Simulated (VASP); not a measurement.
Given:

```xyz
3
Lattice="1.9202 -3.3259 0.0000 1.9202 3.3259 0.0000 0.0000 0.0000 6.0129" Properties=species:S:1:pos:R:3 pbc="T T T"
Sn     0.0000     0.0000     0.0000
Se     1.9202     1.1086     1.5927
Se     1.9202    -1.1086     4.4202
```

Computed with PBE GGA with D4 dispersion, VASP's PBE PAW potentials (set 64) (plane waves; VASP). Run with 520 eV cut-off, Gaussian smearing of 0.050 eV, potentials Sn_d Se.

Unless said otherwise, spin-orbit coupling is left out, though it shifts the bands of the heavy elements here.

Task: Give the energies of bands 8 to 16 at the high-symmetry points, in eV from the valence-band maximum.

Result: 
| band | Γ | M | K | A | L | H |
|---|---|---|---|---|---|---|
| 8 | -6.50 | -7.20 | -7.44 | -5.40 | -7.38 | -7.34 |
| 9 | -0.75 | -4.38 | -3.61 | -2.46 | -5.04 | -4.34 |
| 10 | -0.75 | -3.25 | -3.61 | -0.91 | -2.41 | -4.34 |
| 11 | -0.58 | -2.69 | -3.32 | -0.91 | -2.08 | -3.87 |
| 12 | -0.58 | -1.69 | -1.98 | -0.32 | -1.12 | -0.43 |
| 13 | -0.14 | -0.40 | -1.98 | -0.32 | -1.01 | -0.43 |
| 14 | 0.68 | 1.08 | 0.75 | 2.36 | 0.59 | 2.18 |
| 15 | 2.89 | 3.48 | 6.19 | 2.75 | 3.88 | 4.17 |
| 16 | 4.46 | 4.88 | 6.20 | 4.07 | 4.50 | 4.17 |

The gap is indirect, 0.42 eV, from the valence maximum at K-Γ at 0.78 to the conduction minimum at L-M at 0.33.

Measured: gap 0.98 eV (computed value off by -0.56 eV), as given by Joseph M. Gonzalez et al., Physical Review B (2016), arXiv:1609.04381.

The compound is SnSe2 in the 1T layered structure. It was relaxed first.
